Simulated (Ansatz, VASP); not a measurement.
# Cross-check of Si2Ni between VASP and Ansatz

Aim: how closely do two programs agree when they are given the same cell, functional and k mesh? The cell is taken from a series of runs on this material, whose earlier steps may have relaxed, scaled, displaced or heated it; both programs get it as it stands.

Program: Ansatz 0.2.0. Level of theory: plane waves, with VASP 6.6.1 beside it; PBEsol. Results are calculated unless marked as measured.

## (1) Set-up

It takes space group Fm-3m (No. 225, cubic). The conventional cell has a = 5.280 Å, b = 5.280 Å, c = 5.280 Å, α = 90.00°, β = 90.00°, γ = 90.00°. Nearest to Si lie 4 Ni at 2.29 Å. Ni has 8 Si at 2.29 Å nearest. Farther neighbours are not listed.

## (2) Ansatz: zone-centre phonons, PBEsol

Ansatz runs on its PAW soft_1 files.

Second derivatives magnify differences that forces hide, and they need a tight electronic threshold.

File input.yaml:

```yaml
crystal:
  lattice:
    - [0.0, 2.6397824234, 2.6397824234]
    - [2.6397824234, 0.0, 2.6397824234]
    - [2.6397824234, 2.6397824234, 0.0]
  atoms:
    - { symbol: Si, position: [0.25, 0.25, 0.25] }
    - { symbol: Si, position: [0.75, 0.75, 0.75] }
    - { symbol: Ni, position: [0.0, 0.0, 0.0] }
kpoints:
  mp_grid: { grid: [16, 16, 16] }
hamiltonian:
  xc: pbesol
  pseudopotentials: { kind: paw, azcp: { folder: soft_1 }, xc_functional: pbe }
scf:
  occupations: { method: methfessel_paxton, width: 0.2 }
output:
  eigenvalues: true
phonons:
  method: dfpt
```

Run with:

```bash
$ ansatz run input.yaml --threads 4 --pin off --max-ram 10240MiB --backend cpu --events-out ev --progress --plain --runs-dir out
```

Numbers of over 12 decimals in the logs are rounded to 6 here.

The log of the run:

```text
zone centre: on kpoints.mp_grid the ground state, and the responses unless they are solved on pairs of k-points, stand on 349 of the mesh's 4096 k-points, reduced under 8 symmetry operations, with k and −k counted as one. Each operation leaves every solved displacement unchanged or reverses it
Engine: ansatz 0.2.0, aarch64-unknown-linux-gnu
Pseudopotentials: kind: paw
Pseudopotential: Si, paw, valence charge 4, recommended cutoff 420 eV (normal), soft_1/Si.paw.azcp
Pseudopotential: Ni, paw, valence charge 18, recommended cutoff 420 eV (normal), soft_1/Ni.paw.azcp
Functional definition: PBEsol
  exchange = pbesol_x
  correlation = pbesol_c
Crystal: 3 atoms, lattice volume = 36.790 Å³
Basis set: ecut = 420 eV, 725 PW (Γ), exchange–correlation on 50×50×50 points (8 copies of the dense FFT grid, shifted against one another)
Bands: 17, of which v1, the nominal top of the filled ones, is band 13 counted from 1 (12 counted from 0)
Symmetry: 48 space group operations
k-points: 349 of 4096 (irreducible under 8 space group operations, time reversal used)
Non-local potential: Si, projectors of the file, l = 0: 2, l = 1: 2, l = 2: 1
Non-local potential: Ni, projectors of the file, l = 0: 3, l = 1: 2, l = 2: 3, l = 3: 1
PAW form: soft (Blöchl's): semilocal exchange-correlation on the pseudo side does not see the compensation charge
PAW frozen core: Si, regenerated for the run's functional, and the local potential with it (the file was generated under x = pbe(κ = 0.804, μ = 0.219515), c = pbe(β = 0.066725))
PAW frozen core: Ni, regenerated for the run's functional, and the local potential with it (the file was generated under x = pbe(κ = 0.804, μ = 0.219515), c = pbe(β = 0.066725))
PAW one-centre angular grid: Si, 110 points (default); XC on 64 Gauss nodes
PAW one-centre angular grid: Ni, 590 points (default); XC on 64 Gauss nodes
Initial density: superposition of atomic densities (chi_scale 0.1, normalization cell, long waves kept (reshape's long-wave potential 0.00 eV rms))
Initial wavefunctions: pseudopotential atomic-orbital guess
Functional: x = pbesol(κ = 0.804, μ = 0.123457), c = pbesol(β = 0.046)
SCF iter   1: F=—  HF=-7050.058221 eV  |F-HF|=—  |Δ(HF+E_count)|=         —  Δρ=7.72e-2  dr2=3.09e0  ethr=3.10e-3  ⟨swp⟩=5.1  Hψ=29954  notcnv=0
preconditioner: auto → Kerker (q_TF=auto, 2.575 Å⁻¹)  [metal: Δε(μ)=0.061 eV  Ē_g=9.333 eV  σ=0.200 eV  W_gap=0.25  n_scr=14 (ndim 8)  ℏωp=26.0 eV  f_vac=0.000  D(μ)=0.73/eV (n_scr^D=0)]
SCF iter   2: F=—  HF=-7049.595271 eV  |F-HF|=—  |Δ(HF+E_count)|=   4.63e-1  S|Δr|=    0.00e0  Δρ=4.08e-2  dr2=1.04e0  ethr=3.10e-3  ⟨swp⟩=2.0  Hψ=10025  notcnv=0  defer=7
SCF iter   3: F=—  HF=-7049.275802 eV  |F-HF|=—  |Δ(HF+E_count)|=   3.19e-1  S|Δr|=    0.00e0  Δρ=2.25e-2  dr2=1.82e-1  ethr=3.10e-3  ⟨swp⟩=2.5  Hψ=10852  notcnv=0  defer=7
SCF iter   4: F=—  HF=-7049.247119 eV  |F-HF|=—  |Δ(HF+E_count)|=   2.87e-2  S|Δr|=    0.00e0  Δρ=8.27e-3  dr2=1.93e-2  ethr=7.02e-4  ⟨swp⟩=2.0  Hψ=9955  notcnv=0  defer=7
SCF iter   5: F=—  HF=-7049.247296 eV  |F-HF|=—  |Δ(HF+E_count)|=   1.76e-4  S|Δr|=    0.00e0  Δρ=2.75e-3  dr2=2.85e-3  ethr=7.42e-5  ⟨swp⟩=1.9  Hψ=8715  notcnv=0  defer=5
SCF iter   6: F=—  HF=-7049.247327 eV  |F-HF|=—  |Δ(HF+E_count)|=   3.15e-5  S|Δr|=    0.00e0  Δρ=1.44e-3  dr2=7.45e-4  ethr=1.10e-5  ⟨swp⟩=1.0  Hψ=5937  notcnv=0  defer=5
SCF iter   7: F=—  HF=-7049.247318 eV  |F-HF|=—  |Δ(HF+E_count)|=   8.61e-6  S|Δr|=    0.00e0  Δρ=1.30e-4  dr2=9.18e-6  ethr=2.86e-6  ⟨swp⟩=1.5  Hψ=7387  notcnv=0  defer=5
SCF iter   8: F=—  HF=-7049.247321 eV  |F-HF|=—  |Δ(HF+E_count)|=   2.41e-6  S|Δr|=    0.00e0  Δρ=2.28e-5  dr2=1.76e-7  ethr=3.53e-8  ⟨swp⟩=2.1  Hψ=9028  notcnv=0  defer=5
SCF iter   9: F=—  HF=-7049.247338 eV  |F-HF|=—  |Δ(HF+E_count)|=   1.70e-5  S|Δr|=    0.00e0  Δρ=3.35e-6  dr2=3.01e-9  ethr=6.78e-10  ⟨swp⟩=2.1  Hψ=9182  notcnv=0  defer=5
SCF iter  10: F=—  HF=-7049.247338 eV  |F-HF|=—  |Δ(HF+E_count)|=  1.79e-10  S|Δr|=    0.00e0  Δρ=2.84e-7  dr2=2.04e-11  ethr=1.16e-11  ⟨swp⟩=2.1  Hψ=9003  notcnv=0  defer=5
SCF iter  11: F=-7049.247338 eV  HF=-7049.247338 eV  |F-HF|=2.73e-12  |Δ(HF+E_count)|=  2.73e-12  S|Δr|=    0.00e0  Δρ=5.20e-8  dr2=6.64e-13  ethr=1.00e-12  ⟨swp⟩=5.5  Hψ=24994  notcnv=0
SCF 1 converged in 11 iterations: F = -7049.247338 eV  dr2 = 6.64e-13
  greatest PAW one-centre occupation: 1.000 electrons in one spin orbital (limit 2), on the Ni atom at site 2 (counted from 0), in its partial waves of l = 1
DFPT response loops at Γ: preconditioner auto → Kerker (q_TF=auto, 2.575 Å⁻¹) (partly filled bands, converged f_vac=0.000); β = 1.00, the filter's whole step (`scf.mixing.beta` (0.50) is not read by the response loops under this deck's `scf.mixing.preconditioner`; to damp them name `kerker` or `kerker_dos`, under which they read `scf.mixing.beta`, and type it under 1.00, their step now; both keys bind the ground state too); Broyden in place of MSR1
SCF converged after 11 iterations
Stability not checked: this state was not tested for a lower state beside it, because cold or Methfessel-Paxton smearing, or corrected tetrahedra, fill the levels in a way that the test cannot read (fill_not_monotonic; see scf.lower_state_search)
Free energy (F): -7049.247338 eV
Harris-Foulkes:  -7049.247338 eV  (|F-HF|=2.73e-12)
Internal energy: -7049.247473 eV  (E = F + TS)
E sigma→0 (E₀):  -7049.247372 eV
Entropy (-TS):   0.000135 eV (0.045 meV/atom)
Fermi energy:    14.473888 eV
Step filling:    the computed levels leave a gap of 0.0098 eV = 0.0 smearing widths at the electron count; against every level under it full and every level over it empty, smearing changes F+E_penalty+E_count by -0.504 meV and its σ→0 estimate by -0.538 meV
--- Per-component energies (eV) ---
  E_band       = -323.578319
  E_kinetic    = 434.742709
  E_local      = -4112.903705  (includes V_loc(G=0)·N_el)
  E_nonlocal   = -75.189686
  E_hartree    = 2137.016505
  E_xc         = -230.470196
  E_vxc        = -249.621905  (∫ρ·V_xc dr)
  E_paw        = -2614.318588  (= ΣΔE_a)
  E_vpaw       = -594.639709  (= ΣTr[D̂ρ^β])
  E_aug_tail   = 0.000919  (compensation charges beyond the density's cutoff)
  E_ewald      = -2588.385843
  E_core_change = 0.260411  (= ΣΔE_core)
  E_smearing   = 0.000135  (= −TS)
  E_closure    = 0.000000  (closes the sum)
  Σ components = -7049.247338   (vs F -7049.247338, Δ=0.00e0)
--- Band table (eV; the first three rows and the last of 349) ---
  k-point 0: bands = [... 9 lower, 10.4586, 14.6785, 16.2144, 16.2144, 16.2144, 16.4852, 16.4852, 16.4852]
  k-point 1: bands = [... 9 lower, 10.4461, 14.4705, 15.3824, 15.7446, 15.7446, 16.9847, 16.9847, 17.5807]
  k-point 2: bands = [... 9 lower, 10.4147, 13.5352, 15.1971, 15.1971, 15.3183, 17.4656, 17.4656, 18.5700]
  k-point 348: bands = [... 9 lower, 10.2621, 10.3808, 10.8457, 11.6895, 16.7797, 16.7797, 18.8907, 19.6995]
--- Phonons (Γ-DFPT): 2 representative perturbations + reference, on 349 of 4096 k-points (Σ response iterations 6) ---
  k mesh reduced under 8 symmetry operations, with k and −k counted as one. Each operation leaves every solved displacement unchanged or reverses it
  ASR residual: 3.239e-5 → 0.000e0 eV/Å²; symmetrization residual: 1.126e-6 eV/Å²
  ASR residual per site (eV/Å²): 1.27e-5 1.27e-5 3.24e-5
  Γ frequencies (cm⁻¹): 0.00 0.00 0.00 351.28 351.28 351.28 374.86 374.86 374.86
  non-analytic LO–TO correction: not included (Born effective charges unavailable; polar crystals: no LO–TO splitting at Γ)
```

[end of part 1 of 2]

[Lines on the potential files, build, host, timing and source positions are cut from VASP's logs without a mark.]

[Logs are printed without paths, hosts, clocks, repeated set-up lines and the standing remarks that a program may print on its own settings, such as how far it seeks lower states.]

[Hosts, paths, dates, database ids (printed as entryN), source tags and the programs' standing remarks are cut or masked in the printed files.]
